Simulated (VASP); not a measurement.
Data:

```
CELL_PARAMETERS angstrom
      1.90374    -3.29737     0.00000
      1.90374     3.29737     0.00000
      0.00000     0.00000     5.88356
ATOMIC_POSITIONS crystal
  Sn 0.00000 0.00000 0.00000
  Se 0.33333 0.66667 0.26813
  Se 0.66667 0.33333 0.73187
```

The numbers are results of LDA (Ceperley-Alder, Perdew-Zunger) with spin-orbit coupling, VASP's LDA PAW potentials (set 64) (plane waves; VASP), not measurements. Numerical set-up: 400 eV cut-off, 6×6×4 Γ-centred mesh, Gaussian smearing of 0.050 eV, potentials Sn_d Se.

The path is coarsely sampled, so an indirect gap can come out somewhat too large.

Task: Give the energies of bands 17 to 30 at the high-symmetry points, in eV from the valence-band maximum.

Result: 
```tsv
band	Γ	M	K	A	L	H
17	-1.14	-4.65	-3.85	-2.79	-5.43	-4.71
18	-1.14	-4.65	-3.85	-2.79	-5.43	-4.71
19	-0.88	-3.61	-3.84	-1.24	-2.68	-4.70
20	-0.88	-3.61	-3.84	-1.24	-2.68	-4.70
21	-0.72	-2.93	-3.55	-0.92	-2.17	-4.22
22	-0.72	-2.93	-3.55	-0.92	-2.17	-4.22
23	-0.60	-2.02	-2.30	-0.57	-1.43	-0.54
24	-0.60	-2.02	-2.30	-0.57	-1.43	-0.53
25	-0.10	-0.49	-2.26	-0.28	-1.15	-0.43
26	-0.10	-0.49	-2.26	-0.28	-1.15	-0.43
27	0.51	1.01	0.47	2.34	0.50	2.17
28	0.51	1.01	0.47	2.34	0.50	2.17
29	2.61	3.22	6.10	2.46	3.62	3.84
30	2.61	3.22	6.10	2.46	3.62	3.84
```

The gap is indirect, 0.31 eV, from the valence maximum at K-Γ at 0.75 to the conduction minimum at L-M at 0.25.

The compound is SnSe2 in the 1T layered structure. It was relaxed first.
